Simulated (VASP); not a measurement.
All values below come from PBEsol GGA, VASP's PBE PAW potentials (set 64) (plane waves; VASP).

VASP input:

### INCAR
```
SYSTEM = Y
PREC = Accurate
ENCUT = 400
EDIFF = 1E-8
NELM = 100
ALGO = Normal
LREAL = .FALSE.
LASPH = .TRUE.
ISMEAR = 1
SIGMA = 0.1
GGA = PS
LMAXMIX = 4
LWAVE = .FALSE.
LCHARG = .FALSE.
IBRION = 1
ISIF = 2
NSW = 30
EDIFFG = -0.001
```

KPOINTS:
```
Automatic mesh
0
Gamma
11 11 6
0 0 0
```

**POSCAR**
```
Y
1
    1.8004523589    -3.1184752271    -0.0000000000
    1.8004523589     3.1184752271    -0.0000000000
    0.0000000000     0.0000000000     5.5441903172
Y
2
Direct
  0.3333330000   0.6666670000   0.2500000000
  0.6666670000   0.3333330000   0.7500000000
```

POTCAR, in this order: Y_sv (PBE.64 set). Program: vasp_std.

Output

**OSZICAR**
```
       N       E                     dE             d eps       ncg     rms          rms(c)
DAV:   1     0.752343764339E+02    0.75234E+02   -0.10311E+04  1928   0.117E+03
DAV:   2    -0.718802905308E+01   -0.82422E+02   -0.81446E+02  2425   0.253E+02
DAV:   3    -0.139636432620E+02   -0.67756E+01   -0.67059E+01  3598   0.444E+01
DAV:   4    -0.140748637420E+02   -0.11122E+00   -0.11119E+00  2160   0.656E+00
DAV:   5    -0.140772948300E+02   -0.24311E-02   -0.24310E-02  2720   0.786E-01    0.340E+01
DAV:   6    -0.137184428348E+02    0.35885E+00   -0.45719E-01  1927   0.485E+00    0.211E+01
DAV:   7    -0.136585073452E+02    0.59935E-01   -0.90125E-01  2534   0.619E+00    0.189E+00
DAV:   8    -0.136459032355E+02    0.12604E-01   -0.16999E-01  2326   0.275E+00    0.968E-01
DAV:   9    -0.136452650963E+02    0.63814E-03   -0.49648E-03  2594   0.496E-01    0.416E-01
DAV:  10    -0.136453572515E+02   -0.92155E-04   -0.15282E-03  2097   0.401E-01    0.223E-01
DAV:  11    -0.136453301075E+02    0.27144E-04   -0.91093E-05  2691   0.924E-02    0.318E-02
DAV:  12    -0.136453284332E+02    0.16743E-05   -0.20178E-05  2177   0.437E-02    0.297E-02
DAV:  13    -0.136453302250E+02   -0.17917E-05   -0.67547E-06  2060   0.277E-02    0.229E-03
DAV:  14    -0.136453301876E+02    0.37354E-07   -0.27824E-07  3145   0.332E-03    0.102E-03
DAV:  15    -0.136453300010E+02    0.18664E-06   -0.28342E-08  1905   0.174E-03    0.954E-04
DAV:  16    -0.136453300448E+02   -0.43807E-07   -0.37381E-09  1191   0.624E-04    0.105E-04
DAV:  17    -0.136453300316E+02    0.13182E-07   -0.22866E-10  1156   0.133E-04    0.812E-05
DAV:  18    -0.136453300225E+02    0.90986E-08   -0.98579E-11  1170   0.916E-05
   1 F= -.13645330E+02 E0= -.13646835E+02  d E =-.136453E+02
```

### OUTCAR
```
------------------------ aborting loop because EDIFF is reached ----------------------------------------
  FORCE on cell =-STRESS in cart. coord.  units (eV):
  Direction    XX          YY          ZZ          XY          YZ          ZX
  --------------------------------------------------------------------------------------
  Total        0.0071973      0.0071973      0.0094335      0.0000000      0.0000000     -0.0000000
  in kB        0.1852207      0.1852208      0.2427673      0.0000000      0.0000000     -0.0000000
  external PRESSURE =       0.2044029 kB  Pullay stress =       0.0000000 kB
  volume of cell :       62.26
      direct lattice vectors                 reciprocal lattice vectors
     1.800452359 -3.118475227  0.000000000     0.277707987 -0.160334767  0.000000000
     1.800452359  3.118475227  0.000000000     0.277707987  0.160334767  0.000000000
     0.000000000  0.000000000  5.544190317     0.000000000  0.000000000  0.180368989
 POSITION                                       TOTAL-FORCE (eV/Angst)
 -----------------------------------------------------------------------------------
      1.80045      1.03949      1.38605        -0.000000      0.000000      0.000000
      1.80045     -1.03949      4.15814         0.000000     -0.000000      0.000000
 -----------------------------------------------------------------------------------
    total drift:                               -0.000063      0.000512     -0.000009
  FREE ENERGIE OF THE ION-ELECTRON SYSTEM (eV)
  ---------------------------------------------------
  free  energy   TOTEN  =       -13.6453300225 eV

  energy  without entropy=      -13.6498446390  energy(sigma->0) =      -13.64683489

 reached required accuracy - stopping structural energy minimisation
```
(Selected blocks of OUTCAR.)

The compound is Y in the hcp structure. It was relaxed first, which changed the volume by -6 %. The start is the result of an earlier pass.
